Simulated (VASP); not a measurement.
# ScPd: single point with PBE

The system is ScPd.

```
CELL_PARAMETERS angstrom
5.34761 -0.32427 0.31874
0.33909 5.15398 -0.29243
0.42885 -0.12840 5.18746
ATOMIC_POSITIONS crystal
Pd 0.71237 0.04749 0.36432
Pd 0.65898 0.68507 0.03763
Pd 0.43641 0.70874 0.65107
Pd 0.43768 0.37706 0.27418
Sc 0.59750 0.13792 0.84316
Sc 0.99625 0.35834 0.09413
Sc 0.91660 0.60149 0.56397
Sc 0.11509 0.09024 0.58463
```

The cell was built by a generator and needn't be a form met in nature.

| Quantity | Value |
| --- | --- |
| Program | VASP 6.6.1 |
| Task | single point |
| Functional | PBE |
| Potentials or basis | VASP PAW PBE potentials, release 64 (Pd, Sc_sv) |
| Cutoff | 520 eV |
| k mesh | 3 × 3 × 3 |
| Occupations | gaussian, width 0.1 eV |
| Spin | no spin polarisation |

| Quantity | Value |
| --- | --- |
| Pressure | 24.7 GPa |
| Largest force | 4.455 eV/Å |
| Band gap on the k mesh | none (metal or under the smearing width) |

Forces on the atoms (eV/Å):
```
Pd   2.048 -1.448  0.597
Pd   1.981  1.501 -1.058
Pd  -2.344 -0.218  0.253
Pd  -4.252 -0.215  1.313
Sc  -0.896  0.716  0.290
Sc   1.846  0.293 -1.120
Sc  -0.095 -0.208  0.712
Sc   1.712 -0.422 -0.987
```

Stress tensor (GPa, compression positive):
```
18.79  0.65  0.75
 0.65 27.96  1.97
 0.75  1.97 27.39
```

Levels at points of the mesh, in eV from the Fermi level:
```csv
k point,band 39,band 40,band 41,band 42,band 43,band 44,band 45,band 46
"(0.00, 0.00, 0.00)",-1.04,-0.80,-0.28,0.08,0.12,0.37,0.73,0.86
```

It took 72 s on 1 thread of Intel(R) Xeon(R) 6975P-C (Granite Rapids), with other jobs on the host, peak memory 0.28 GiB.

Caveat: the k mesh is coarse (spacing up to 0.41 Å⁻¹), so the values aren't converged; so large a pressure means that the cell lies far from this level's equilibrium, or that cutoff or potentials fall short.
